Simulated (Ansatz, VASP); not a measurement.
# Cs3MgF6 in two plane-wave programs, part 2 of 2

Wanted: the spread between two codes on one cell, functional and k mesh. The cell is invented: As first built, before any earlier steps moved the atoms (in the runner's words): it takes the Cs2NaMgF6 structure with some of its atoms replaced by other elements, volume scaled by an estimate. It may not be a known or stable phase. The cell is taken from a series of VASP runs on this material, whose earlier steps may have relaxed, scaled or displaced it; both programs get it as it stands.

VASP 6.6.1 and Ansatz 0.2.0.

So far: The starting structure; VASP: relaxation of cell and atoms, PBE.

## Step 3: Ansatz: relaxation of cell and atoms, PBE

Level of this step: Ansatz beside VASP: Kohn-Sham DFT, plane waves, PBE (Ansatz).

Ansatz runs on its default PAW (the set named soft_2) files.

The same cell, functional, mesh and smearing now go to Ansatz, which takes its cutoff from its data sets.

input.yaml

```yaml
crystal:
  lattice:
    - [0.0, 4.8117987871, 4.8117987871]
    - [4.8117987871, 0.0, 4.8117987871]
    - [4.8117987871, 4.8117987871, 0.0]
  atoms:
    - { symbol: Cs, position: [0.0, 0.0, 0.0] }
    - { symbol: Cs, position: [0.25, 0.25, 0.25] }
    - { symbol: Cs, position: [0.75, 0.75, 0.75] }
    - { symbol: Mg, position: [0.5, 0.5, 0.5] }
    - { symbol: F, position: [0.2918141165, 0.7081858835, 0.7081858835] }
    - { symbol: F, position: [0.2918141165, 0.7081858835, 0.2918141165] }
    - { symbol: F, position: [0.7081858835, 0.2918141165, 0.7081858835] }
    - { symbol: F, position: [0.7081858835, 0.7081858835, 0.2918141165] }
    - { symbol: F, position: [0.2918141165, 0.2918141165, 0.7081858835] }
    - { symbol: F, position: [0.7081858835, 0.2918141165, 0.2918141165] }
hamiltonian:
  xc: pbe
  pseudopotentials: { kind: paw }
kpoints:
  mp_grid: { grid: [4, 4, 4] }
scf:
  occupations: { method: fermi_dirac, width: 0.05 }
relax:
  f_tol: 0.01
  max_steps: 60
  cell: { stress_tol: 0.05 }
output:
  forces: true
  stress: true
```

The run is started by

```bash
$ ansatz run input.yaml --threads 4 --pin off --max-ram 9216MiB --backend cpu --events-out ev --progress --plain --runs-dir out
```

Numbers of over 12 decimals in the logs are rounded to 6 here.

What it wrote:

```text
Engine: ansatz 0.2.0, x86_64-unknown-linux-gnu
Pseudopotentials: kind: paw
Pseudopotential: Cs, paw, valence charge 9, recommended cutoff 420 eV (normal), Cs.paw.azcp
Pseudopotential: Mg, paw, valence charge 10, recommended cutoff 420 eV (normal), Mg.paw.azcp
Pseudopotential: F, paw, valence charge 7, recommended cutoff 420 eV (normal), F.paw.azcp
Functional definition: PBE
  parameter kappa = 0.804
  parameter beta = 0.066725
  exchange = pbe_x(kappa = kappa, mu = beta*pi^2/3)
  correlation = pbe_c(beta = beta)
Crystal: 10 atoms, lattice volume = 222.819 Å³
Basis set: ecut = 420 eV, 4285 PW (Γ), exchange–correlation on 96×96×96 points (8 copies of the dense FFT grid, shifted against one another)
Bands: 50, of which v1, the nominal top of the filled ones, is band 40 counted from 1 (39 counted from 0)
Symmetry: 48 space group operations
Space group: Fm-3m (ITA 225), of the structure as read, at distance tolerance 6.1e-5 Å
k-points: 8 of 64
Non-local potential: Cs, projectors of the file, l = 0: 3, l = 1: 2, l = 2: 2, l = 3: 2
Non-local potential: Mg, projectors of the file, l = 0: 3, l = 1: 2, l = 2: 1
Non-local potential: F, projectors of the file, l = 0: 2, l = 1: 2, l = 2: 1
PAW form: soft (Blöchl's): semilocal exchange-correlation on the pseudo side does not see the compensation charge
PAW one-centre angular grid: Cs, 194 points (default); XC on 64 Gauss nodes
PAW one-centre angular grid: Mg, 110 points (default); XC on 64 Gauss nodes
PAW one-centre angular grid: F, 110 points (default); XC on 64 Gauss nodes
Initial density: superposition of atomic densities (neutral atoms: chi_scale 0, normalization atom), corrected by the library's trained network
Initial wavefunctions: pseudopotential atomic-orbital guess
Functional: x = pbe(κ = 0.804, μ = 0.219515), c = pbe(β = 0.066725)
SCF iter   1: F=—  HF=-23796.245660 eV  |F-HF|=—  |Δ(HF+E_count)|=         —  Δρ=1.89e-3  dr2=9.29e-3  ethr=1.77e-3  ⟨swp⟩=9.2  Hψ=1991  notcnv=0  defer=1
preconditioner: auto → LDOS  [insulator: Δε(μ)=6.426 eV  Ē_g=15.041 eV  σ=0.050 eV  W_gap=0.75  n_scr=58 (ndim 8)  ℏωp=21.0 eV  f_vac=0.084  D(μ)=16.39/eV (n_scr^D=168)  ε∞_Penn≈2.9  β→1.0]
SCF iter   2: F=—  HF=-23796.244106 eV  |F-HF|=—  |Δ(HF+E_count)|=   1.55e-3  Δρ=8.99e-4  dr2=1.13e-3  ethr=1.18e-5  ⟨swp⟩=2.0  Hψ=838  notcnv=0  defer=9
SCF iter   3: F=—  HF=-23796.244342 eV  |F-HF|=—  |Δ(HF+E_count)|=   2.36e-4  Δρ=4.24e-4  dr2=3.05e-4  ethr=1.43e-6  ⟨swp⟩=2.5  Hψ=635  notcnv=0  defer=9
SCF iter   4: F=—  HF=-23796.244265 eV  |F-HF|=—  |Δ(HF+E_count)|=   7.69e-5  Δρ=1.04e-4  dr2=4.66e-5  ethr=3.86e-7  ⟨swp⟩=2.0  Hψ=679  notcnv=0  defer=9
SCF iter   5: F=—  HF=-23796.244260 eV  |F-HF|=—  |Δ(HF+E_count)|=   4.50e-6  Δρ=5.10e-5  dr2=1.33e-5  ethr=5.90e-8  ⟨swp⟩=2.0  Hψ=574  notcnv=0  defer=9
SCF iter   6: F=—  HF=-23796.244255 eV  |F-HF|=—  |Δ(HF+E_count)|=   4.96e-6  Δρ=1.92e-5  dr2=8.69e-7  ethr=1.69e-8  ⟨swp⟩=2.0  Hψ=690  notcnv=0  defer=9
SCF iter   7: F=-23796.244255 eV  HF=-23796.244255 eV  |F-HF|=2.61e-9  |Δ(HF+E_count)|=   1.81e-7  Δρ=4.64e-6  dr2=1.91e-8  ethr=1.27e-10  ⟨swp⟩=3.0  Hψ=1721  notcnv=0
SCF 1 converged in 7 iterations: F = -23796.244255 eV  dr2 = 1.91e-8
  greatest PAW one-centre occupation: 1.000 electrons in one spin orbital (limit 2), on the Mg atom at site 3 (counted from 0), in its partial waves of l = 0
relax step   1: F+E_penalty+E_count = -23796.24425514 eV  Δ(F+E_penalty+E_count) = +0.000e0 eV  max|allowed force component| = 4.094e-3 eV/Å  Δτ_max = 0.0000 Å  P = +0.283 GPa  Ω = 222.819 Å³  (7 SCF iters, dr2 threshold 1.00e-7 eV, accepted)
[...]
relax step   2: F+E_penalty+E_count = -23796.24029143 eV  Δ(F+E_penalty+E_count) = +3.964e-3 eV  max|allowed force component| = 2.608e-2 eV/Å  Δτ_max = 0.0088 Å  P = -0.018 GPa  Ω = 225.894 Å³  energy of the carried Pulay correction = -5.924e-3 eV  (6 SCF iters, dr2 threshold 2.00e-7 eV, accepted)
[...]
relax step   3: F+E_penalty+E_count = -23796.24183244 eV  Δ(F+E_penalty+E_count) = -1.541e-3 eV  max|allowed force component| = 1.067e-2 eV/Å  Δτ_max = 0.0028 Å  P = +0.031 GPa  Ω = 225.238 Å³  energy of the carried Pulay correction = -4.667e-3 eV  (6 SCF iters, dr2 threshold 4.25e-8 eV, accepted)
[...]
relax step   4: F+E_penalty+E_count = -23796.24169477 eV  Δ(F+E_penalty+E_count) = +1.377e-4 eV  max|allowed force component| = 8.329e-4 eV/Å  Δτ_max = 0.0009 Å  P = +0.003 GPa  Ω = 225.331 Å³  energy of the carried Pulay correction = -4.845e-3 eV  (5 SCF iters, dr2 threshold 7.12e-9 eV, accepted)
[...]
relax step   5: F+E_penalty+E_count = -23796.24666741 eV  Δ(F+E_penalty+E_count) = -4.973e-3 eV  max|allowed force component| = 8.376e-4 eV/Å  Δτ_max = 0.0000 Å  P = +0.053 GPa  Ω = 225.331 Å³  stress off target by 5.31e-2 GPa  SCF on the basis re-selected at this cell (its energy is not comparable with the rows above)  (7 SCF iters)
[...]
relax step   6: F+E_penalty+E_count = -23796.24588054 eV  Δ(F+E_penalty+E_count) = +7.869e-4 eV  max|allowed force component| = 2.046e-5 eV/Å  Δτ_max = 0.0007 Å  P = +0.006 GPa  Ω = 225.777 Å³  energy of the carried Pulay correction = -8.675e-4 eV  (6 SCF iters, dr2 threshold 7.05e-9 eV, accepted)
[...]
relax step   7: F+E_penalty+E_count = -23796.24679176 eV  Δ(F+E_penalty+E_count) = -9.112e-4 eV  max|allowed force component| = 2.771e-5 eV/Å  Δτ_max = 0.0000 Å  P = +0.010 GPa  Ω = 225.777 Å³  stress off target by 1.04e-2 GPa  SCF on the basis re-selected at this cell (its energy is not comparable with the rows above)  (5 SCF iters)
basis re-selected at this cell: Δ(F+E_penalty+E_count) = -9.112e-4 eV, ΔP = +0.004 GPa vs the last step (what re-selecting the basis moved, of the pressure what is left beyond the Pulay correction that the steps carried, after the strain that the cell walked since its last selection, with what the two solves' SCF thresholds leave and, on support functions, any second-order correction that the steps lacked; it is no m [...]
SCF converged after 5 iterations
Free energy (F): -23796.246792 eV
Harris-Foulkes:  -23796.246792 eV  (|F-HF|=4.37e-11)
Internal energy: -23796.107170 eV  (E = F + TS)
E sigma→0 (E₀):  -23796.176981 eV
Entropy (-TS):   -0.139622 eV (-13.962 meV/atom)
Fermi energy:    1.321869 eV
--- Per-component energies (eV) ---
  E_band       = -709.096537
  E_kinetic    = 1741.445735
  E_local      = -7214.488120  (includes V_loc(G=0)·N_el)
  E_nonlocal   = 626.329779
  E_hartree    = 2827.402925
  E_xc         = -1033.706825
  E_vxc        = -1033.875174  (∫ρ·V_xc dr)
  E_paw        = -16693.368033  (= ΣΔE_a)
  E_vpaw       = -483.327376  (= ΣTr[D̂ρ^β])
  E_aug_tail   = 0.012350  (compensation charges beyond the density's cutoff)
  E_ewald      = -4049.734981
  E_smearing   = -0.139622  (= −TS)
  E_closure    = 0.000000  (closes the sum)
  Σ components = -23796.246792   (vs F -23796.246792, Δ=0.00e0)
--- Forces (eV/Å), atoms counted from 1 ---
  atom   1  Cs    -0.00000000    -0.00000000    -0.00000000
  atom   2  Cs    -0.00000000     0.00000000    -0.00000000
  atom   3  Cs     0.00000000    -0.00000000     0.00000000
  atom   4  Mg     0.00000000    -0.00000000    -0.00000000
  atom   5  F     -0.00002771     0.00000000     0.00000000
  atom   6  F      0.00000000     0.00002771     0.00000000
  atom   7  F     -0.00000000    -0.00002771    -0.00000000
  atom   8  F      0.00000000    -0.00000000    -0.00002771
  atom   9  F     -0.00000000     0.00000000     0.00002771
  atom  10  F      0.00002771    -0.00000000    -0.00000000
  max |Σ_I F_I| component: 1.33e-18 eV/Å
--- Stress (GPa, compression-positive) ---
        0.010395       0.000000      -0.000000
       -0.000000       0.010395      -0.000000
       -0.000000      -0.000000       0.010395
  P = ⅓ Tr σ = 0.0104 GPa (0.104 kbar)
--- Relaxed structure (5 steps of the walk, 5 accepted, 2 SCFs on fresh bases) ---
  F+E_penalty+E_count = -23796.24679176 eV   max|allowed force component| = 2.771e-5 eV/Å   (the final SCF, on the basis selected at the relaxed cell)
  cell:  # Å, volume = 225.7769 Å³
    - [0, 4.832996, 4.832996]
    - [4.832996, 0, 4.832996]
    - [4.832996, 4.832996, 0]
  atoms:
    - { symbol: Cs, position: [0, 0, 0] }
    - { symbol: Cs, position: [0.25, 0.25, 0.25] }
    - { symbol: Cs, position: [0.75, 0.75, 0.75] }
    - { symbol: Mg, position: [0.5, 0.5, 0.5] }
    - { symbol: F, position: [0.292418, 0.707582, 0.707582] }
    - { symbol: F, position: [0.292418, 0.707582, 0.292418] }
    - { symbol: F, position: [0.707582, 0.292418, 0.707582] }
    - { symbol: F, position: [0.707582, 0.707582, 0.292418] }
    - { symbol: F, position: [0.292418, 0.292418, 0.707582] }
    - { symbol: F, position: [0.707582, 0.292418, 0.292418] }
```

Run time: 5.9 s. Hardware: 4 threads of Intel Xeon 6975P-C (Granite Rapids), shared host; peak memory 0.7 GiB; 20 s of CPU time.

## Step 4: Comparison

Known differences besides the potentials themselves: both relaxations stop at a tolerance, which leaves soft axes loose, and VASP keeps its plane-wave basis; the data sets hold 79 valence electrons in Ansatz (default PAW (the set named soft_2) files) and 71 in VASP; the cutoff is 420 eV in Ansatz and 560 eV in VASP; VASP leaves aspherical gradient terms in its spheres out (LASPH is not set), Ansatz keeps them; Ansatz adds a Pulay correction to the stress that steers its cell, VASP none. Total energies have different zeros and are not compared.

The two programs side by side:

```tsv
quantity	Ansatz	VASP	difference
volume (Å³)	225.78	225.13	+0.29 %
edge a after relaxation, in the typed setting (Å)	6.835	6.828	+0.10 %
```

The walks stopped with 0.01 GPa left in Ansatz and 0.00 GPa in VASP; each walk ends within a tolerance, so the volume difference is uncertain by about these residues over the bulk modulus, most in soft cells.

## Step 5: Outcome

| Quantity | Value |
| --- | --- |
| difference in volume (relaxation of cell and atoms, PBE) | 0.29 % |

The difference in volume is 0.29 % (relaxation of cell and atoms, PBE), within the 1.2 % picked in this series as the mark of a large difference, as far as the stopping tolerances let one tell. Such differences can come from data sets, numerical settings and the points named under the comparisons, not from the functional's error against experiment.

[Lines on the potential files, build, host, timing and source positions are cut from VASP's logs without a mark.]

[Logs are printed without paths, hosts, clocks, repeated set-up lines and the standing remarks that a program may print on its own settings, such as how far it seeks lower states.]

[Hosts, paths, dates, database ids (printed as entryN), source tags and the programs' standing remarks are cut or masked in the printed files.]
